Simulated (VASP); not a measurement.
Method: PBE GGA, VASP's PBE PAW potentials (set 64) (plane waves; VASP).

VASP ran on this input.

**INCAR**
```
SYSTEM=Ni
PREC=Accurate; ENCUT=300; LREAL=.FALSE.
LASPH=.TRUE.
EDIFF=1E-6; NELM=100; ALGO=Normal
LMAXMIX=4
ISMEAR=-1; SIGMA=0.1
GGA=PE
ISPIN=2; MAGMOM=1.0
ISIF=2
LWAVE=.FALSE.; LCHARG=.FALSE.; LORBIT=11
```

**POSCAR**
```
Ni
1
    0.0000000000     1.7371200000     1.7371200000
    1.7371200000     0.0000000000     1.7371200000
    1.7371200000     1.7371200000     0.0000000000
Ni
1
Direct
  0.0000000000   0.0000000000   0.0000000000
```

File KPOINTS:
```
Regular mesh
0
G
 11 11 11
```

POTCAR, in this order: Ni (PBE.64 set). Program: vasp_std.

The resulting files:

**OSZICAR**
```
       N       E                     dE             d eps       ncg     rms          rms(c)
DAV:   1     0.160043443314E+02    0.16004E+02   -0.33558E+03  2396   0.845E+02
DAV:   2    -0.614854900393E+01   -0.22153E+02   -0.21120E+02  2304   0.132E+02
DAV:   3    -0.649535133497E+01   -0.34680E+00   -0.34637E+00  2486   0.193E+01
DAV:   4    -0.649760386114E+01   -0.22525E-02   -0.22524E-02  2406   0.141E+00
DAV:   5    -0.649764663635E+01   -0.42775E-04   -0.42774E-04  2424   0.179E-01    0.102E+01
DAV:   6    -0.579707904279E+01    0.70057E+00   -0.14299E+01  2450   0.551E+01    0.564E+00
DAV:   7    -0.551967111590E+01    0.27741E+00   -0.23433E+00  2464   0.207E+01    0.203E+00
DAV:   8    -0.550197972306E+01    0.17691E-01   -0.23395E-02  3006   0.161E+00    0.939E-01
DAV:   9    -0.549990320032E+01    0.20765E-02   -0.12270E-03  3142   0.293E-01    0.252E-01
DAV:  10    -0.549939787262E+01    0.50533E-03   -0.48508E-04  2912   0.158E-01    0.328E-02
DAV:  11    -0.549940116157E+01   -0.32889E-05   -0.11595E-05  2622   0.312E-02    0.247E-02
DAV:  12    -0.549940089091E+01    0.27066E-06   -0.71424E-07  1296   0.861E-03
   1 F= -.54994009E+01 E0= -.54733133E+01  d E =-.521751E-01  mag=     0.5749
```

**OUTCAR**
```
------------------------ aborting loop because EDIFF is reached ----------------------------------------
  FORCE on cell =-STRESS in cart. coord.  units (eV):
  Direction    XX          YY          ZZ          XY          YZ          ZX
  --------------------------------------------------------------------------------------
  Total        0.5054319      0.5054319      0.5054319      0.0000000      0.0000000      0.0000000
  in kB       77.2420533     77.2420533     77.2420533      0.0000000      0.0000000      0.0000000
  external PRESSURE =      77.2420533 kB  Pullay stress =       0.0000000 kB
  volume of cell :       10.48
      direct lattice vectors                 reciprocal lattice vectors
     0.000000000  1.737120000  1.737120000    -0.287832735  0.287832735  0.287832735
     1.737120000  0.000000000  1.737120000     0.287832735 -0.287832735  0.287832735
     1.737120000  1.737120000  0.000000000     0.287832735  0.287832735 -0.287832735
 POSITION                                       TOTAL-FORCE (eV/Angst)
 -----------------------------------------------------------------------------------
      0.00000      0.00000      0.00000         0.000000     -0.000000      0.000000
 -----------------------------------------------------------------------------------
    total drift:                               -0.000000     -0.000000     -0.000000
  FREE ENERGIE OF THE ION-ELECTRON SYSTEM (eV)
  ---------------------------------------------------
  free  energy   TOTEN  =        -5.4994008909 eV

  energy  without entropy=       -5.4472257419  energy(sigma->0) =       -5.47331332

 total charge

# of ion       s       p       d       tot
------------------------------------------
    1        0.514   0.533   8.322   9.368

 magnetization (x)

# of ion       s       p       d       tot
------------------------------------------
    1       -0.007  -0.026   0.617   0.584
```
(Selected blocks of OUTCAR.)

At this cut-off the stress carries a Pulay error, which pulls relaxed volumes low.

The structure is a typed Ni crystal (Fm-3m). The cell was not relaxed at this level.
